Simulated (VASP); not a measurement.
Consider the following.

```yaml
crystal:
  lattice:
    - [5.19861, 0.12941, -0.09217]
    - [1.38066, 7.59283, -0.07851]
    - [2.26371, 0.97562, 7.15862]
  atoms:
    - { symbol: P, position: [0.58392, 0.12870, 0.96680] }
    - { symbol: P, position: [0.41608, 0.87130, 0.03320] }
    - { symbol: I, position: [0.44447, 0.22100, 0.67173] }
    - { symbol: I, position: [0.55553, 0.77900, 0.32827] }
    - { symbol: I, position: [0.20117, 0.28980, 0.19218] }
    - { symbol: I, position: [0.79883, 0.71020, 0.80782] }
```

Calculation: HSE06 screened hybrid, VASP's PBE PAW potentials (set 64) (plane waves; VASP 6.6.1). Numerical set-up: 400 eV cut-off, 4×2×2 Γ-centred mesh, Gaussian smearing of 0.050 eV, potentials P I.

Without a dispersion term in the relaxation, distances and binding between the weakly bound layers, chains or molecules are unreliable, and so is what depends on them.

Problem. Give the force on each atom (eV/Å).

Solution. 
```tsv
atom	Fx	Fy	Fz
P1	-0.450	-0.043	-0.003
P2	0.450	0.043	0.003
I3	0.183	-0.060	0.344
I4	-0.183	0.060	-0.344
I5	0.142	-0.206	-0.260
I6	-0.142	0.206	0.260
```

Problem. Give the stress tensor in GPa (positive for a compressed cell).

Solution. 
```
-0.53   0.17  -0.05
 0.17  -0.68  -0.17
-0.05  -0.17  -1.29
```
The pressure is its mean diagonal, -0.83 GPa.

The structure comes from a measured PI2 entry of the Crystallography Open Database, whose conditions weren't checked. It was relaxed first, which changed the volume by +30 %. The k-mesh is coarse (spacing up to 0.44 per Å, 2π included), so the numbers may not be converged in it. The cell's shape comes from a PBE relaxation.
